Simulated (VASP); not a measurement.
Runs of VASP 6.6.1 on Ba3Mo. All rows change the cell; the cell of one of them follows. The structure is hexagonal, space group P6/mmm (No. 191). Conventional cell: a = 7.018 Å, b = 7.018 Å, c = 3.377 Å, α = 90.00°, β = 90.00°, γ = 120.00°. Ba (site symmetry mmm) is surrounded by 6 Ba at 3.38 to 3.51 Å and 2 Mo at 3.51 Å. Around Mo (site symmetry 6/mmm) lie 2 Mo at 3.38 Å and 6 Ba at 3.51 Å. The cell was built by a generator and needn't be a form met in nature.

```tsv
task	cell	k mesh	cutoff (eV)	mesh quality	gap on the mesh (eV)	pressure (GPa)	relaxed volume (Å³/atom)
single point	random cell by space group and Wyckoff sites (P6/mmm, No. 191)	3 × 3 × 4	520	coarse	none	1.0	-
relaxation of cell and atoms	relaxed from: random cell by space group and Wyckoff sites (P6/mmm, No. 191)	3 × 3 × 4	600	coarse	none	0.0	37.75
relaxation of cell and atoms	relaxed from: random cell by space group and Wyckoff sites (P6/mmm, No. 191)	3 × 3 × 6	600	not flagged	none	0.0	(a)
single point	random cell by space group and Wyckoff sites (P6/mmm, No. 191)	3 × 3 × 6	520	not flagged	none	1.0	-
```

Alike in all rows: level PBE; potentials or basis VASP PAW PBE potentials, release 64 (Ba_sv, Mo_sv); no spin polarisation; smearing gaussian 0.1 eV.

Task: Fill in the values left out.

Result: (a) 37.30.

Caveats: some runs use coarse meshes.

A k mesh can miss the band edges, and the runs leave out spin-orbit coupling on Ba, Mo.

A gap of «none» marks a metal or a gap under the smearing width.
